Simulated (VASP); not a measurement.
```
CELL_PARAMETERS angstrom
      4.47405     0.00000     0.00000
     -2.23703     3.87464     0.00000
      0.00000     0.00000     7.84731
ATOMIC_POSITIONS crystal
  Pb 0.00000 0.00000 0.00000
  Pb 0.00000 0.00000 0.50000
  Te 0.33333 0.66667 0.25000
  Te 0.66667 0.33333 0.75000
```

These are PBEsol GGA, VASP's PBE PAW potentials (set 64) (plane waves; VASP) values and carry that method's errors. Run with 400 eV cut-off, Gaussian smearing of 0.050 eV, potentials Pb_d Te.

Unless said otherwise, spin-orbit coupling is left out, though it shifts the bands of the heavy elements here.

Estimate the band gap (along the path) with the smallest direct gap where there is one.

```yaml
band gap (along the path): none (metal, semimetal or under 0.01 eV)
```

Only differences to runs with the same potentials and settings are physical.

The structure was generated: PbTe was put into the NiAs type type (P6_3/mmc), which need not be its known phase. It was relaxed first, which changed the volume by +22 %.
